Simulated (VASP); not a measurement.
Output of a VASP run:

File OUTCAR:
```
 ion  position               nearest neighbor table
   1  0.000  0.000  0.000-   2 3.30   2 3.30   2 3.30   2 3.30   2 3.30   2 3.30
   2  0.500  0.500  0.500-   1 3.30   1 3.30   1 3.30   1 3.30   1 3.30   1 3.30
  LATTYP: Found a face centered cubic cell.
 ALAT       =     6.6046564568
 Subroutine PRICEL returns:
 Original cell was already a primitive cell.
 Subroutine GETGRP returns: Found 48 space group operations
The static configuration has the point symmetry O_h .
The dynamic configuration has the point symmetry O_h .
 Subroutine INISYM returns: Found 48 space group operations
 Subroutine IBZKPT returns following result:
 Found     29 irreducible k-points:

 Following reciprocal coordinates:
            Coordinates               Weight
  0.000000  0.000000  0.000000      1.000000
  0.125000  0.000000  0.000000      8.000000
  0.250000  0.000000  0.000000      8.000000
  0.375000  0.000000  0.000000      8.000000
  0.500000  0.000000  0.000000      4.000000
  0.125000  0.125000  0.000000      6.000000
  0.250000  0.125000  0.000000     24.000000
  0.375000  0.125000  0.000000     24.000000
  0.500000  0.125000  0.000000     24.000000
 -0.375000  0.125000  0.000000     24.000000
 -0.250000  0.125000  0.000000     24.000000
 -0.125000  0.125000  0.000000     12.000000
  0.250000  0.250000  0.000000      6.000000
  0.375000  0.250000  0.000000     24.000000
  0.500000  0.250000  0.000000     24.000000
 -0.375000  0.250000  0.000000     24.000000
 -0.250000  0.250000  0.000000     12.000000
  0.375000  0.375000  0.000000      6.000000
  0.500000  0.375000  0.000000     24.000000
 -0.375000  0.375000  0.000000     12.000000
  0.500000  0.500000  0.000000      3.000000
  0.375000  0.250000  0.125000     24.000000
  0.500000  0.250000  0.125000     48.000000
 -0.375000  0.250000  0.125000     24.000000
  0.500000  0.375000  0.125000     24.000000
 -0.375000  0.375000  0.125000     48.000000
 -0.250000  0.375000  0.125000     24.000000
 -0.375000  0.500000  0.125000     12.000000
 -0.250000  0.500000  0.250000      6.000000
   k-points           NKPTS =     29   k-points in BZ     NKDIM =     29   number of bands    NBANDS=     12
   number of dos      NEDOS =    301   number of ions     NIONS =      2
   total plane-waves  NPLWV =  13824
   dimension x,y,z NGX =    24 NGY =   24 NGZ =   24
   dimension x,y,z NGXF=    48 NGYF=   48 NGZF=   48
   ions per type =               1   1
   PREC   = normal    normal or accurate (medium, high low for compatibility)
   ISTART =      0    job   : 0-new  1-cont  2-samecut
   ICHARG =      2    charge: 1-file 2-atom 10-const
   ISPIN  =      1    spin polarized calculation?
   LNONCOLLINEAR =      F non collinear calculations
   LSORBIT =      F    spin-orbit coupling
   INIWAV =      1    electr: 0-lowe 1-rand  2-diag
   ENCUT  =  400.0 eV  29.40 Ry    5.42 a.u.   7.62  7.62  7.62*2*pi/ulx,y,z
   NELM   =    100;   NELMIN=  4; NELMDL= -5     # of ELM steps
   EDIFF  = 0.1E-04   stopping-criterion for ELM
   LREAL  =      F    real-space projection
   NLSPLINE    = F    spline interpolate recip. space projectors
   LMAXMIX     =    4 max onsite mixed and CHGCAR
   VOSKOWN=      0    Vosko Wilk Nusair interpolation
   EDIFFG = -.3E-01   stopping-criterion for IOM
   NSW    =     20    number of steps for IOM
   NBLOCK =      1;   KBLOCK =     20    inner block; outer block
   IBRION =      2    ionic relax: 0-MD 1-quasi-New 2-CG
   NFREE  =      1    steps in history (QN), initial steepest desc. (CG)
   ISIF   =      2    stress and relaxation
   ISYM   =      2    0-nonsym 1-usesym 2-fastsym
   TEIN   =    0.0    initial temperature
   TEBEG  =    0.0;   TEEND  =   0.0 temperature during run
   SMASS  =  -3.00    Nose mass-parameter (am)
   PSTRESS=    0.0 pullay stress
   NELECT =      16.0000    total number of electrons
   EFERMI =   0.00;   METHOD = LEGACY
   ISMEAR =     0;   SIGMA  =   0.05  broadening in eV -4-tet -1-fermi 0-gaus
   IALGO  =     38    algorithm
...
```

File OSZICAR:
```
       N       E                     dE             d eps       ncg     rms          rms(c)
DAV:   1     0.708290193993E+02    0.70829E+02   -0.61534E+03   696   0.966E+02
DAV:   2    -0.213018995383E+02   -0.92131E+02   -0.86092E+02   912   0.247E+02
DAV:   3    -0.268282436680E+02   -0.55263E+01   -0.55003E+01   924   0.558E+01
DAV:   4    -0.270131463076E+02   -0.18490E+00   -0.18467E+00  1148   0.943E+00
DAV:   5    -0.270146255017E+02   -0.14792E-02   -0.14791E-02   908   0.946E-01    0.292E+00
DAV:   6    -0.236495394386E+02    0.33651E+01   -0.14071E+00  1120   0.120E+01    0.200E+00
DAV:   7    -0.230566532871E+02    0.59289E+00   -0.36072E-01  1296   0.604E+00    0.604E-01
DAV:   8    -0.237797564692E+02   -0.72310E+00   -0.34946E-01   776   0.525E+00    0.579E-01
DAV:   9    -0.231975371250E+02    0.58222E+00   -0.17773E-01   728   0.430E+00    0.385E-01
DAV:  10    -0.232338375887E+02   -0.36300E-01   -0.31245E-02   776   0.219E+00    0.192E-01
DAV:  11    -0.232384293924E+02   -0.45918E-02   -0.24402E-02   712   0.166E+00    0.957E-02
DAV:  12    -0.232456645233E+02   -0.72351E-02   -0.51572E-03   736   0.801E-01    0.842E-02
DAV:  13    -0.232468310057E+02   -0.11665E-02   -0.72037E-04   872   0.352E-01    0.219E-02
DAV:  14    -0.232467465969E+02    0.84409E-04   -0.36260E-05   848   0.742E-02    0.149E-02
DAV:  15    -0.232467459270E+02    0.66989E-06   -0.12189E-06   620   0.107E-02
   1 F= -.23246746E+02 E0= -.23246746E+02  d E =-.232467E+02
```

OUTCAR:
```
------------------------ aborting loop because EDIFF is reached ----------------------------------------
  FORCE on cell =-STRESS in cart. coord.  units (eV):
  Direction    XX          YY          ZZ          XY          YZ          ZX
  --------------------------------------------------------------------------------------
  Total        0.0195464      0.0195464      0.0195464      0.0000000      0.0000000     -0.0000000
  in kB        0.4347962      0.4347962      0.4347962      0.0000000      0.0000000     -0.0000000
  external PRESSURE =       0.4347962 kB  Pullay stress =       0.0000000 kB
  volume of cell :       72.03
      direct lattice vectors                 reciprocal lattice vectors
     0.000000000  3.302328228  3.302328228    -0.151408329  0.151408329  0.151408329
     3.302328228  0.000000000  3.302328228     0.151408329 -0.151408329  0.151408329
     3.302328228  3.302328228  0.000000000     0.151408329  0.151408329 -0.151408329
  FREE ENERGIE OF THE ION-ELECTRON SYSTEM (eV)
  ---------------------------------------------------
  free  energy   TOTEN  =       -23.2467459270 eV

  energy  without entropy=      -23.2467459270  energy(sigma->0) =      -23.24674593

 reached required accuracy - stopping structural energy minimisation
```
(Selected blocks of OUTCAR.)

POSCAR:
```
KBr
1
    0.0000000000     3.3023282284     3.3023282284
    3.3023282284     0.0000000000     3.3023282284
    3.3023282284     3.3023282284     0.0000000000
K Br
1 1
Direct
  0.0000000000   0.0000000000   0.0000000000
  0.5000000000   0.5000000000   0.5000000000
```

Problem. Write an INCAR and KPOINTS that could have produced this output.

Solution. One answer among several that fit: the input of the run itself, r2SCAN meta-GGA, plane waves, VASP's PBE PAW potentials (set 64).

### INCAR
```
SYSTEM = KBr
PREC = Normal
ENCUT = 400
EDIFF = 1E-5
NELM = 100
ALGO = Normal
LREAL = .FALSE.
LASPH = .TRUE.
ISMEAR = 0
SIGMA = 0.05
METAGGA = R2SCAN
LMIXTAU = .TRUE.
LMAXMIX = 4
LWAVE = .FALSE.
LCHARG = .FALSE.
NELMIN = 4
IBRION = 2
ISIF = 2
NSW = 20
EDIFFG = -0.03
```

### KPOINTS
```
Automatic mesh
0
Gamma
 8 8 8
```

POTCAR, in this order: K_sv Br (PBE.64 set). Program: vasp_std.

The compound is KBr in the rock salt structure. It was relaxed first.
